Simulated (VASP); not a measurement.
Output of a VASP run:

**OSZICAR**
```
       N       E                     dE             d eps       ncg     rms          rms(c)
DAV:   1     0.227030857074E+02    0.22703E+02   -0.14808E+04  3586   0.148E+03
DAV:   2    -0.111599346505E+03   -0.13430E+03   -0.13292E+03  3800   0.302E+02
DAV:   3    -0.113907134402E+03   -0.23078E+01   -0.23004E+01  4171   0.356E+01
DAV:   4    -0.113923732000E+03   -0.16598E-01   -0.16567E-01  4039   0.292E+00
DAV:   5    -0.113923957650E+03   -0.22565E-03   -0.22592E-03  4134   0.352E-01    0.251E+00
DAV:   6    -0.108360288234E+03    0.55637E+01   -0.23366E+00  3598   0.164E+01    0.334E+00
DAV:   7    -0.106730948980E+03    0.16293E+01   -0.20586E-01  3629   0.581E+00    0.284E+00
DAV:   8    -0.108697961853E+03   -0.19670E+01   -0.56068E-01  3587   0.746E+00    0.167E+00
DAV:   9    -0.106339497402E+03    0.23585E+01   -0.24766E-01  3583   0.483E+00    0.699E-01
DAV:  10    -0.106338174367E+03    0.13230E-02   -0.12123E-03  3929   0.252E-01    0.707E-01
DAV:  11    -0.106342107988E+03   -0.39336E-02   -0.25649E-03  3646   0.301E-01    0.676E-01
DAV:  12    -0.106292532171E+03    0.49576E-01   -0.30556E-02  3657   0.116E+00    0.433E-01
DAV:  13    -0.106336303400E+03   -0.43771E-01   -0.16428E-02  3625   0.870E-01    0.400E-01
DAV:  14    -0.106348177566E+03   -0.11874E-01   -0.24474E-03  3760   0.438E-01    0.115E-01
DAV:  15    -0.106351175351E+03   -0.29978E-02   -0.25769E-03  3686   0.423E-01    0.140E-01
DAV:  16    -0.106351714470E+03   -0.53912E-03   -0.15436E-04  3967   0.968E-02    0.140E-01
DAV:  17    -0.106351593625E+03    0.12085E-03   -0.28776E-05  3688   0.344E-02    0.126E-01
DAV:  18    -0.106351877614E+03   -0.28399E-03   -0.62581E-04  3669   0.194E-01    0.977E-02
DAV:  19    -0.106352038712E+03   -0.16110E-03   -0.64993E-05  3624   0.620E-02    0.834E-02
DAV:  20    -0.106352032703E+03    0.60083E-05   -0.10705E-05  3699   0.323E-02    0.663E-02
DAV:  21    -0.106352105791E+03   -0.73088E-04   -0.58752E-05  3656   0.600E-02    0.414E-02
DAV:  22    -0.106352121431E+03   -0.15640E-04   -0.60672E-06  3900   0.199E-02    0.356E-02
DAV:  23    -0.106352156868E+03   -0.35437E-04   -0.20594E-05  3605   0.443E-02    0.209E-02
DAV:  24    -0.106352166778E+03   -0.99097E-05   -0.13221E-05  3726   0.325E-02    0.106E-02
DAV:  25    -0.106352168351E+03   -0.15733E-05   -0.17113E-06  3807   0.132E-02    0.580E-03
DAV:  26    -0.106352170520E+03   -0.21688E-05   -0.18091E-06  3584   0.135E-02    0.262E-03
DAV:  27    -0.106352170430E+03    0.89984E-07   -0.16202E-07  2173   0.434E-03
   1 F= -.10635217E+03 E0= -.10635217E+03  d E =0.000000E+00
       N       E                     dE             ncg
```

**OUTCAR**
```
------------------------ aborting loop because EDIFF is reached ----------------------------------------
  FORCE on cell =-STRESS in cart. coord.  units (eV):
  Direction    XX          YY          ZZ          XY          YZ          ZX
  --------------------------------------------------------------------------------------
  Total       -0.0058439     -0.0058439     -0.0378795      0.0000000     -0.0000000      0.0000000
  in kB       -0.1551518     -0.1551518     -1.0056808      0.0000000     -0.0000000      0.0000000
  external PRESSURE =      -0.4386615 kB  Pullay stress =       0.0000000 kB
  volume of cell :       60.35
      direct lattice vectors                 reciprocal lattice vectors
     1.770406437 -3.066434009  0.000000000     0.282421025 -0.163055849  0.000000000
     1.770406437  3.066434009  0.000000000     0.282421025  0.163055849  0.000000000
     0.000000000  0.000000000  5.557988883     0.000000000  0.000000000  0.179921195
 POSITION                                       TOTAL-FORCE (eV/Angst)
 -----------------------------------------------------------------------------------
      1.77041      1.02215      1.38950        -0.000000      0.000000      0.000000
      1.77041     -1.02215      4.16849         0.000000     -0.000000      0.000000
 -----------------------------------------------------------------------------------
    total drift:                               -0.000000      0.000472      0.000009
  FREE ENERGIE OF THE ION-ELECTRON SYSTEM (eV)
  ---------------------------------------------------
  free  energy   TOTEN  =      -106.3521704299 eV

  energy  without entropy=     -106.3521704299  energy(sigma->0) =     -106.35217043

 total charge

# of ion       s       p       d       tot
------------------------------------------
    1        1.193   0.379   9.624  11.195
    2        1.193   0.379   9.624  11.195
--------------------------------------------------
tot          2.385   0.758  19.248  22.391
```
(Selected blocks of OUTCAR.)

### POSCAR
```
Tl
1
    1.7704064367    -3.0664340087     0.0000000000
    1.7704064367     3.0664340087     0.0000000000
    0.0000000000     0.0000000000     5.5579888829
Tl
2
Direct
  0.3333330000   0.6666670000   0.2500000000
  0.6666670000   0.3333330000   0.7500000000
```

Question: Reconstruct the remaining input files.

Answer: Several could match; the one computed here: the input of the run itself, r2SCAN meta-GGA, plane waves, VASP's PBE PAW potentials (set 64).

INCAR:
```
! general
SYSTEM  = Tl
PREC    = Accurate
ENCUT   = 520
LREAL   = .FALSE.
LASPH   = .TRUE.

! electronic loop
EDIFF   = 1E-7
NELM    = 100
ALGO    = Normal
LMAXMIX = 4
LMIXTAU = .TRUE.

! smearing
ISMEAR  = -5

! functional
METAGGA = R2SCAN

! ions
ISIF    = 2

! output
LWAVE   = .FALSE.
LCHARG  = .FALSE.
LORBIT  = 11
NEDOS   = 601
```

### KPOINTS_OPT
```
k-points along high-symmetry lines
6
Line-mode
Reciprocal
  0.000000   0.000000   0.000000 ! GAMMA
 -0.000000   0.500000   0.000000 ! M

 -0.000000   0.500000   0.000000 ! M
 -0.333333   0.666667   0.000000 ! K

 -0.333333   0.666667   0.000000 ! K
  0.000000   0.000000   0.000000 ! GAMMA

  0.000000   0.000000   0.000000 ! GAMMA
  0.000000   0.000000   0.500000 ! A

  0.000000   0.000000   0.500000 ! A
 -0.000000   0.500000   0.500000 ! L

 -0.000000   0.500000   0.500000 ! L
 -0.333333   0.666667   0.500000 ! H

 -0.333333   0.666667   0.500000 ! H
  0.000000   0.000000   0.500000 ! A

 -0.000000   0.500000   0.500000 ! L
 -0.000000   0.500000   0.000000 ! M

 -0.333333   0.666667   0.500000 ! H
 -0.333333   0.666667   0.000000 ! K
```

### KPOINTS
```
Automatic mesh
0
Gamma
13 13 8
0 0 0
```

POTCAR, in this order: Tl_d (PBE.64 set). Program: vasp_std.

For a metal the tetrahedron method with Blöchl corrections gives inexact stress and forces.

The compound is Tl in the hcp structure. It was relaxed first, which changed the volume by +5 %.
